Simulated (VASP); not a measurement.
An input for Ansatz (written as the equivalent of a VASP run, and not itself run):

Ansatz 0.2 input:
```yaml
crystal:
  lattice:
    - [3.7880927, -0.0000000, 0.0000000]
    - [-1.8940464, 3.2805907, 0.0000000]
    - [0.0000000, 0.0000000, 6.3276167]
  atoms:
    - { symbol: In, position: [0.3333330, 0.6666670, 0.0030036] }
    - { symbol: In, position: [0.6666670, 0.3333330, 0.5030036] }
    - { symbol: P, position: [0.3333330, 0.6666670, 0.3719964] }
    - { symbol: P, position: [0.6666670, 0.3333330, 0.8719964] }
kpoints:
  mp_grid: { grid: [7, 7, 4] }
hamiltonian:
  xc: pbesol
  pseudopotentials: { kind: paw }
scf:
  occupations: { method: gaussian, width: 0.05 }
  max_iter: 100
relax:
  max_steps: 40
  f_tol: 0.02
  cell: { p_target: 30 }
output: { forces: true, stress: true, eigenvalues: true }
```

Problem. Write the VASP files for the same calculation (PBEsol).

Solution. One answer among several that fit: 
**POSCAR**
```
InP
1.0
  3.7880927051  -0.0000000006   0.0000000000
 -1.8940463533   3.2805907233   0.0000000000
  0.0000000000   0.0000000000   6.3276167232
In P
2 2
Cart
 -0.0000018945   2.1870615755   0.0190053170
  1.8940482463   1.0935291472   3.1828136786
 -0.0000018945   2.1870615755   2.3538509542
  1.8940482463   1.0935291472   5.5176593158
```

KPOINTS:
```
Automatic mesh
0
Gamma
7 7 4
0 0 0
```

### INCAR
```
SYSTEM=InP
LASPH=.True.   ! aspherical one-centre terms
ISIF=3
ENCUT=500
GGA=PS
PREC=Accurate
IBRION=2
LCHARG=.False.
EDIFF=1E-6
EDIFFG=-0.02
NELM=100   ! most electronic steps
LWAVE=.False.
ALGO=Normal
PSTRESS=300   ! kbar
ISMEAR=0   ! Gaussian
SIGMA=0.05
NSW=40   ! most ionic steps
LMAXMIX=4   ! l cut-off of mixed one-centre charges
LREAL=.False.
```

POTCAR, in this order: In_d P (PBE.64 set). Program: vasp_std.

The two are equivalent in intent, not identical: each code has its own PAW files, so the cut-off isn't converted (ENCUT is set for VASP's; basis.ecutwfc is left out, and Ansatz then takes the one that its files recommend); Ansatz stops its SCF on the density residual and VASP on the energy change (EDIFF).

The structure was generated: InP was put into the wurtzite type (P6_3mc), which need not be its known phase. It was relaxed first under an external pressure of 30 GPa.
